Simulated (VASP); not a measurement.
# BeCdO2 (P6/mmm) in VASP: relaxation of cell and atoms with PBE

Aim: the relaxation of cell and atoms of BeCdO2 with PBE.

Program: VASP 6.6.1. These are calculated values, not measurements. Logs are shortened: lines on timing, memory, paths and dates and some standing lists are left out, and cuts for length are marked.

## Step 1: The crystal as given

Symmetry: P6/mmm, No. 191, hexagonal system. The conventional cell has a = 3.834 Å, b = 3.834 Å, c = 3.807 Å, α = 90.00°, β = 90.00°, γ = 120.00°. Be (site symmetry 6/mmm) has 2 Cd at 1.90 Å as nearest neighbours. Cd (site symmetry 6/mmm) is surrounded by 2 Be at 1.90 Å. Around O (site symmetry -6m2) lie 3 O at 2.21 Å and 3 Cd at 2.21 Å.

The cell was built by a generator and needn't be a form met in nature.

## Step 2: Relaxation of cell and atoms, PBE

Contents of INCAR:

```
PREC = Normal
ENCUT = 520
EDIFF = 1E-4
ISMEAR = 0
SIGMA = 0.15
LREAL = F
LASPH = T
NELM = 60
ALGO = Fast
ISIF = 3
LWAVE = F
LCHARG = F
GGA = PE
IBRION = 2
NSW = 24
EDIFFG = -0.08
```

Contents of KPOINTS:

```
regular mesh
0
Gamma
  5 5 4
```

Contents of POSCAR:

```
BeCdO2
1.0
    3.8341018100      0.0000000000      0.0000000000
   -1.9170509100      3.3204295700      0.0000000000
    0.0000000000      0.0000000000      3.8065937200
Be Cd O
1 1 2
Direct
    0.0000000000      0.0000000000      0.0000000000
    0.0000000000      0.0000000000      0.5000000000
    0.3333333300      0.6666666700      0.5000000000
    0.6666666700      0.3333333300      0.5000000000
```

Potentials or basis: VASP PAW PBE potentials, release 64 (Be, Cd, O).

On the command line:

```
cat potpaw_PBE.64/Be/POTCAR potpaw_PBE.64/Cd/POTCAR potpaw_PBE.64/O/POTCAR > POTCAR
mpirun -np 1 vasp_std > vasp.out
```

OUTCAR:

```text
PREC = Normal
   ENCUT = 520
   EDIFF = 1E-4
   ISMEAR = 0
   LREAL = F
   LASPH = T
   NELM = 60
   ISIF = 3
   GGA = PE
   IBRION = 2
   NSW = 24
   EDIFFG = -0.08

 ion  position               nearest neighbor table
   1  0.000  0.000  0.000-   2 1.90   2 1.90
   2  0.000  0.000  0.500-   1 1.90   1 1.90   4 2.21   3 2.21   4 2.21   3 2.21   4 2.21   3 2.21

   3  0.333  0.667  0.500-   2 2.21   2 2.21   2 2.21
   4  0.667  0.333  0.500-   2 2.21   2 2.21   2 2.21

  LATTYP: Found a hexagonal cell.
 ALAT       =     3.8341018100
 C/A-ratio  =     0.9928254148

  Lattice vectors:

 A1 = (   3.8341018100,   0.0000000000,   0.0000000000)
 A2 = (  -1.9170509100,   3.3204295700,   0.0000000000)
 A3 = (   0.0000000000,   0.0000000000,   3.8065937200)

Analysis of symmetry for initial positions (statically):
=====================================================================
 Subroutine PRICEL returns:
 Original cell was already a primitive cell.

 Routine SETGRP: Setting up the symmetry group for a
 hexagonal supercell.

 Subroutine GETGRP returns: Found 24 space group operations
 (whereof 24 operations were pure point group operations)
 out of a pool of 24 trial point group operations.

The static configuration has the point symmetry D_6h.

Analysis of symmetry for dynamics (positions and initial velocities):
=====================================================================
 Subroutine PRICEL returns:
 Original cell was already a primitive cell.

 Routine SETGRP: Setting up the symmetry group for a
 hexagonal supercell.

 Subroutine GETGRP returns: Found 24 space group operations
 (whereof 24 operations were pure point group operations)
 out of a pool of 24 trial point group operations.

The dynamic configuration has the point symmetry D_6h.

 Subroutine INISYM returns: Found 24 space group operations
 (whereof 24 operations are pure point group operations),
 and found     1 'primitive' translations

----------------------------------------------------------------------------------------

                                     Primitive cell

  volume of cell :      48.4612

  direct lattice vectors                    reciprocal lattice vectors
     3.834101810  0.000000000  0.000000000     0.260817279  0.150582926  0.000000000
    -1.917050910  3.320429570  0.000000000     0.000000000  0.301165852  0.000000000
     0.000000000  0.000000000  3.806593720     0.000000000  0.000000000  0.262702057

  length of vectors
     3.834101810  3.834101814  3.806593720     0.301165852  0.301165852  0.262702057

  position of ions in fractional coordinates (direct lattice)
     0.000000000  0.000000000  0.000000000
     0.000000000  0.000000000  0.500000000
     0.333333330  0.666666670  0.500000000
     0.666666670  0.333333330  0.500000000

  ion indices of the primitive-cell ions
   primitive index   ion index
                 1           1
                 2           2
                 3           3
                 4           4

----------------------------------------------------------------------------------------

 KPOINTS: regular mesh

Automatic generation of k-mesh.
 Grid dimensions read from file:
 generate k-points for:    5    5    4

 Generating k-lattice:

  Cartesian coordinates                     Fractional coordinates (reciprocal lattice)
     0.052163456  0.030116585  0.000000000     0.200000000  0.000000000  0.000000000
     0.000000000  0.060233170  0.000000000     0.000000000  0.200000000  0.000000000
     0.000000000  0.000000000  0.065675514     0.000000000  0.000000000  0.250000000

  Length of vectors
     0.060233170  0.060233170  0.065675514

  Shift w.r.t. Gamma in fractional coordinates (k-lattice)
     0.000000000  0.000000000  0.000000000

 Subroutine IBZKPT returns following result:
 ===========================================

 Found     15 irreducible k-points:

 Following reciprocal coordinates:
            Coordinates               Weight
  0.000000  0.000000  0.000000      1.000000
  0.200000 -0.000000  0.000000      6.000000
  0.400000 -0.000000  0.000000      6.000000
  0.200000  0.200000  0.000000      6.000000
  0.400000  0.200000  0.000000      6.000000
  0.000000  0.000000  0.250000      2.000000
  0.200000 -0.000000  0.250000     12.000000
  0.400000 -0.000000  0.250000     12.000000
  0.200000  0.200000  0.250000     12.000000
  0.400000  0.200000  0.250000     12.000000
  0.000000  0.000000  0.500000      1.000000
  0.200000 -0.000000  0.500000      6.000000
  0.400000 -0.000000  0.500000      6.000000
  0.200000  0.200000  0.500000      6.000000
  0.400000  0.200000  0.500000      6.000000
   k-points           NKPTS =     15   k-points in BZ     NKDIM =     15   number of bands    NBANDS=     17
   number of dos      NEDOS =    301   number of ions     NIONS =      4
   total plane-waves  NPLWV =  13824
   dimension x,y,z NGX =    24 NGY =   24 NGZ =   24
   dimension x,y,z NGXF=    48 NGYF=   48 NGZF=   48
   ions per type =               1   1   2
   NGX,Y,Z   is equivalent  to a cutoff of  10.41, 10.41, 10.48 a.u.
   NGXF,Y,Z  is equivalent  to a cutoff of  20.81, 20.81, 20.96 a.u.
 SYSTEM =  unknown system
   PREC   = normal    normal or accurate (medium, high low for compatibility)
   ISTART =      0    job   : 0-new  1-cont  2-samecut
   ICHARG =      2    charge: 1-file 2-atom 10-const
   ISPIN  =      1    spin polarized calculation?
   LNONCOLLINEAR =      F non collinear calculations
   LSORBIT =      F    spin-orbit coupling
   LASPH  =      T    aspherical Exc in radial PAW
   ENCUT  =  520.0 eV  38.22 Ry    6.18 a.u.   7.13  7.13  7.08*2*pi/ulx,y,z
   NELM   =     60;   NELMIN=  2; NELMDL= -5     # of ELM steps
   EDIFF  = 0.1E-03   stopping-criterion for ELM
   LREAL  =      F    real-space projection
   EDIFFG = -.8E-01   stopping-criterion for IOM
   NSW    =     24    number of steps for IOM
   IBRION =      2    ionic relax: 0-MD 1-quasi-New 2-CG
   NFREE  =      1    steps in history (QN), initial steepest desc. (CG)
   ISIF   =      3    stress and relaxation
   ISYM   =      2    0-nonsym 1-usesym 2-fastsym
   POTIM  = 0.5000    time-step for ionic-motion
   TEBEG  =    0.0;   TEEND  =   0.0 temperature during run
   PSTRESS=    0.0 pullay stress
   NELECT =      26.0000    total number of electrons
   NUPDOWN=      -1.0000    fix difference up-down
   EMIN   =  10.00;   EMAX   =-10.00  energy-range for DOS
   EFERMI =   0.00;   METHOD = LEGACY
   ISMEAR =     0;   SIGMA  =   0.15  broadening in eV -4-tet -1-fermi 0-gaus
   EFERMI_NEDOS =   21; number of points for ismear=-14 and -15
   IALGO  =     68    algorithm
   IMIX   =      4    mixing-type and parameters
     AMIX     =   0.40;   BMIX     =  1.00
     AMIX_MAG =   1.60;   BMIX_MAG =  1.00
  volume/ion in A,a.u.               =      12.12        81.76
  Fermi-wavevector in a.u.,A,eV,Ry     =   1.330254  2.513815 24.076527  1.769575
  Thomas-Fermi vector in A             =   2.459354
   LORBIT       =      0    0 simple, 1 ext, 2 COOP (PROOUT), +10 PAW based schemes
   GGA     = PE    functional components
   LHFCALC =     F    Hartree Fock is set to
   AEXX    =    0.0000 exact exchange contribution
   IVDW    =     0    specifies the selected vdW correction
   LEPSILON=     F    determine dielectric tensor
   LRPA    =     F    only Hartree local field effects (RPA)
 conjugate gradient relaxation of ions
 non-spin polarized calculation
 RMM-DIIS sequential band-by-band and
 Gauss-broadening in eV      SIGMA  =   0.15
  energy-cutoff  :      520.00
  volume of cell :       48.46
 maximum number of plane-waves:      1316
   NGX = 15   NGY = 15   NGZ = 15

--------------------------------------- Ionic step        1  -------------------------------------------

 number of electron      26.0000013 magnetization

 Free energy of the ion-electron system (eV)
  ---------------------------------------------------
  ext. energy  EPLUGINS =         0.00000000
  ---------------------------------------------------
  free energy    TOTEN  =        -8.08599638 eV

  energy without entropy =       -8.03822207  energy(sigma->0) =       -8.06210923

 E-fermi :   2.7567     XC(G=0): -10.5224

 val. band max:        2.7173463026   @ k =   0.2000   0.2000   0.5000
 cond. band min:       2.7812877394   @ k =   0.2000   0.2000   0.2500
 fundamental gap:      0.0639414368
 Fermi energy:         2.7566848338

 k-point     1 :       0.0000    0.0000    0.0000
  band No.  band energies     occupation
      1     -16.6827      2.00000
      2     -13.1459      2.00000
      3      -7.9903      2.00000
      4      -7.1453      2.00000
      5      -7.1453      2.00000
      6      -6.7222      2.00000
[... 9 lines left out ...]
     16       6.9385      0.00000
     17       6.9385      0.00000
[... 313 lines left out ...]
  energy  without entropy=       -8.0382220737  energy(sigma->0) =       -8.06210923

--------------------------------------- Ionic step        2  -------------------------------------------

 number of electron      26.0000036 magnetization

 E-fermi :  -0.1670     XC(G=0):  -8.7805

 val. band max:       -0.2252797267   @ k =   0.2000   0.2000   0.2500
 cond. band min:      -0.1504771281   @ k =   0.0000   0.0000   0.5000
 fundamental gap:      0.0748025987
 Fermi energy:        -0.1669539727

 k-point     1 :       0.0000    0.0000    0.0000
  band No.  band energies     occupation
      1     -17.6961      2.00000
      2     -15.5184      2.00000
      3      -8.2350      2.00000
      4      -8.0514      2.00000
      5      -8.0514      2.00000
      6      -7.6928      2.00000
[... 9 lines left out ...]
     16       4.3303      0.00000
     17       4.3303      0.00000
[... 465 lines left out ...]
  energy  without entropy=      -10.3135911588  energy(sigma->0) =      -10.33129402

--------------------------------------- Ionic step        7  -------------------------------------------

 number of electron      26.0000019 magnetization

 Free energy of the ion-electron system (eV)
  ---------------------------------------------------
  ext. energy  EPLUGINS =         0.00000000
  ---------------------------------------------------
  free energy    TOTEN  =       -10.34946701 eV

  energy without entropy =      -10.31462671  energy(sigma->0) =      -10.33204686

 E-fermi :   0.5205     XC(G=0):  -9.1978

 val. band max:        0.4732423180   @ k =   0.2000   0.2000   0.2500
 cond. band min:       0.5591497315   @ k =   0.0000   0.0000   0.5000
 fundamental gap:      0.0859074135
 Fermi energy:         0.5205258724

 k-point     1 :       0.0000    0.0000    0.0000
  band No.  band energies     occupation
      1     -17.6818      2.00000
      2     -14.9356      2.00000
      3      -7.8468      2.00000
      4      -7.8468      2.00000
      5      -7.7875      2.00000
      6      -7.1918      2.00000
[... 9 lines left out ...]
     16       5.2282      0.00000
     17       5.2282      0.00000
[... 309 lines left out ...]
  FREE ENERGIE OF THE ION-ELECTRON SYSTEM (eV)
  ---------------------------------------------------
  free  energy   TOTEN  =       -10.3494670073 eV

  energy  without entropy=      -10.3146267098  energy(sigma->0) =      -10.33204686

 reached required accuracy - stopping structural energy minimisation
```

It took 15 s on 1 thread of Intel Xeon 6975P-C (Granite Rapids), shared host; peak memory 0.14 GiB.

Results:

- Free energy: -10.3495 eV
- Relaxed volume: 16.11 Å³/atom
- Relaxed cell: a = 3.985 Å, b = 3.985 Å, c = 4.687 Å, α = 90.00°, β = 90.00°, γ = 120.00°
- Space group after relaxing (to 0.05 Å): P6/mmm (No. 191)
- Energy gained by relaxing: 565.9 meV/atom
- Ionic steps: 7
- Pressure after relaxing: 0.0 GPa
- Band gap on the k mesh: none (metal or under the smearing width)

Step by step:
```tsv
step	energy change (eV)	largest force (eV/Å)	pressure (GPa)	volume (Å³)
1	0.0000	0.0000	37.89	48.46
2	-2.0887	0.0000	-7.92	70.90
3	-2.2024	0.0000	-1.29	65.11
4	-2.2046	0.0000	-2.27	65.88
5	-2.2629	0.0000	0.52	64.20
6	-2.2630	0.0000	0.27	64.14
7	-2.2635	0.0000	-0.02	64.45
```

Final structure:
```
CELL_PARAMETERS angstrom
3.98468 0.00000 0.00000
-1.99234 3.45084 0.00000
0.00000 0.00000 4.68686
ATOMIC_POSITIONS crystal
Be 0.00000 0.00000 0.00000
Cd 0.00000 0.00000 0.50000
O 0.33333 0.66667 0.50000
O 0.66667 0.33333 0.50000
```

Levels at points of the mesh, in eV from the Fermi level:
```tsv
k point	band 10	band 11	band 12	band 13	band 14	band 15	band 16	band 17
(0.00, 0.00, 0.00)	-1.97	-1.97	-1.32	-1.32	-0.40	2.26	4.71	4.71
(0.00, 0.00, 0.50)	-1.96	-1.26	-1.26	-0.46	-0.05	0.04	5.07	5.07
```

Caveat: the k mesh is coarse (spacing up to 0.41 Å⁻¹), so the values aren't converged; the volume moved by over 15 % at a fixed basis, so the end points are rough; the relaxation stopped at a loose force limit of 0.08 eV/Å, so its end isn't a converged minimum.
